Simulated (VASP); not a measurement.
All values below come from PBE GGA, VASP's PBE PAW potentials (set 64) (plane waves; VASP).

A VASP calculation is set up with these files.

### INCAR
```
ALGO = Normal
EDIFF = 1E-6
EDIFFG = -0.02
ENCUT = 620
GGA = PE
IBRION = 2
ISIF = 3
ISMEAR = 1
ISPIN = 2
LASPH = T
LCHARG = F
LMAXMIX = 4
LORBIT = 10
LREAL = F
LWAVE = F
MAGMOM = 2.1 2.1 -0.1 -0.1 -0.1 -0.1
NELM = 100
NSW = 40
PREC = Accurate
PSTRESS = 50
SIGMA = 0.1
SYSTEM = CrO2
```

**KPOINTS**
```
Automatic
0
gamma
 7 7 11
0 0 0
```

POSCAR:
```
CrO2
1
    4.4105315248     0.0000000000     0.0000000000
   -0.0000000000     4.4105315248     0.0000000000
    0.0000000000     0.0000000000     2.9082676793
Cr O
2 4
Direct
  0.0000000000   0.0000000000   0.0000000000
  0.5000000000   0.5000000000   0.5000000000
  0.3030637001   0.3030637001   0.0000000000
  0.8030637001   0.1969362999   0.5000000000
  0.1969362999   0.8030637001   0.5000000000
  0.6969362999   0.6969362999   1.0000000000
```

POTCAR, in this order: Cr_pv O (PBE.64 set). Program: vasp_std.

Q: What will the output report for the number of irreducible k-points (NKPTS), largest plane-wave count, number of space-group operations, FFT grid (NGX, NGY, NGZ)?

A: 
```json
{
 "number of irreducible k-points (NKPTS)": "60",
 "largest_plane_wave_count": "2006",
 "number_of_space_group_operations": "16",
 "FFT grid (NGX, NGY, NGZ)": "36 × 36 × 24"
}
```

The compound is CrO2 in the rutile structure. It was relaxed first under an external pressure of 5 GPa.
